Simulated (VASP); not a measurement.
Output of a VASP run:

File OSZICAR:
```
       N       E                     dE             d eps       ncg     rms          rms(c)
DAV:   1     0.339782775576E+02    0.33978E+02   -0.78693E+03  2184   0.101E+03
DAV:   2    -0.862590128218E+01   -0.42604E+02   -0.41619E+02  2539   0.211E+02
DAV:   3    -0.100128804817E+02   -0.13870E+01   -0.13437E+01  2924   0.250E+01
DAV:   4    -0.100366662917E+02   -0.23786E-01   -0.23881E-01  2611   0.336E+00
DAV:   5    -0.100372738857E+02   -0.60759E-03   -0.61438E-03  3217   0.404E-01    0.232E+01
DAV:   6    -0.100334430302E+02    0.38309E-02   -0.23028E-02  2474   0.119E+00    0.139E+01
DAV:   7    -0.100401048356E+02   -0.66618E-02   -0.40926E-02  2359   0.156E+00    0.219E-01
DAV:   8    -0.100396491196E+02    0.45572E-03   -0.24757E-03  2549   0.376E-01    0.605E-02
DAV:   9    -0.100396463556E+02    0.27640E-05   -0.22912E-04  3002   0.111E-01    0.334E-02
DAV:  10    -0.100396433251E+02    0.30304E-05   -0.24458E-05  2631   0.358E-02    0.319E-02
DAV:  11    -0.100396436011E+02   -0.27593E-06   -0.34438E-06  2509   0.137E-02    0.142E-03
DAV:  12    -0.100396436012E+02   -0.90267E-10   -0.20172E-07  2288   0.334E-03
   1 F= -.10039644E+02 E0= -.10039644E+02  d E =0.000000E+00
```

**OUTCAR**
```
------------------------ aborting loop because EDIFF is reached ----------------------------------------
  FORCE on cell =-STRESS in cart. coord.  units (eV):
  Direction    XX          YY          ZZ          XY          YZ          ZX
  --------------------------------------------------------------------------------------
  Total       -0.0928733     -0.0928733     -0.0273490     -0.0000000      0.0000000      0.0000000
  in kB       -2.4043006     -2.4043001     -0.7080092     -0.0000000      0.0000000      0.0000000
  external PRESSURE =      -1.8388700 kB  Pullay stress =       0.0000000 kB
  volume of cell :       61.89
      direct lattice vectors                 reciprocal lattice vectors
     3.564147557  0.000000000  0.000000000     0.280571998  0.161988337  0.000000000
    -1.782073778  3.086641981  0.000000000     0.000000000  0.323976673  0.000000000
     0.000000000  0.000000000  5.625626291     0.000000000  0.000000000  0.177757986
 POSITION                                       TOTAL-FORCE (eV/Angst)
 -----------------------------------------------------------------------------------
     -0.00000      2.05776      1.40641        -0.000000      0.000000      0.000000
      1.78208      1.02888      4.21922         0.000000     -0.000000      0.000000
 -----------------------------------------------------------------------------------
    total drift:                                0.000036     -0.000021      0.000052
  FREE ENERGIE OF THE ION-ELECTRON SYSTEM (eV)
  ---------------------------------------------------
  free  energy   TOTEN  =       -10.0396436012 eV

  energy  without entropy=      -10.0396436012  energy(sigma->0) =      -10.03964360

 total charge

# of ion       s       p       d       tot
------------------------------------------
    1        0.365   6.247   1.184   7.796
    2        0.365   6.247   1.184   7.796
--------------------------------------------------
tot          0.729  12.494   2.369  15.592
```
(Selected blocks of OUTCAR.)

### POSCAR
```
Gd
1
    3.5641475569     0.0000000000     0.0000000000
   -1.7820737784     3.0866419807     0.0000000000
    0.0000000000     0.0000000000     5.6256262914
Gd
2
Direct
  0.3333330000   0.6666670000   0.2500000000
  0.6666670000   0.3333330000   0.7500000000
```

Question: Reconstruct the remaining input files.

Answer: This is not unique; one that fits is the input of the run itself, PBEsol GGA, plane waves, VASP's PBE PAW potentials (set 64).

KPOINTS:
```
kpoints
0
G
  13 13 7
0 0 0
```

### INCAR
```
SYSTEM  =  Gd
PREC  =  Accurate; ENCUT  =  400; LREAL  =  F
LASPH  =  T
EDIFF  =  1E-7; NELM  =  100; ALGO  =  Normal
LMAXMIX  =  6
ISMEAR  =  -5
GGA  =  PS
ISIF  =  2
LWAVE  =  F; LCHARG  =  T; LORBIT  =  11
NEDOS  =  601
```

POTCAR, in this order: Gd_3 (PBE.64 set). Program: vasp_std.

The 4f electrons are frozen in the core of the lanthanide potential, so 4f levels, which can set the real gap, and their magnetism are missing. For a metal the tetrahedron method with Blöchl corrections gives inexact stress and forces.

The structure comes from a measured Gd entry (P6_3/mmc) of the Crystallography Open Database, whose conditions weren't checked. It was relaxed first, which changed the volume by -7 %.
